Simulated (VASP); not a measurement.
Here is the system:

```yaml
crystal:
  lattice:
    - [0.00000, 2.79853, 2.79853]
    - [2.79853, 0.00000, 2.79853]
    - [2.79853, 2.79853, 0.00000]
  atoms:
    - { symbol: Ag, position: [0.00000, 0.00000, 0.00000] }
    - { symbol: Cl, position: [0.50000, 0.50000, 0.50000] }
```

All values below come from PBE GGA, VASP's PBE PAW potentials (set 64) (plane waves; VASP 6.6.1). Numerical set-up: 400 eV cut-off, 19×19×19 Γ-centred mesh, Gaussian smearing of 0.010 eV, potentials Ag Cl.

Predict the energy per atom (σ→0).

| Quantity | Value |
|---|---|
| energy per atom (σ→0) | -2.700 eV/atom |

Only differences to runs with the same potentials and settings are physical.

The compound is AgCl in the rock salt structure. It was relaxed first.
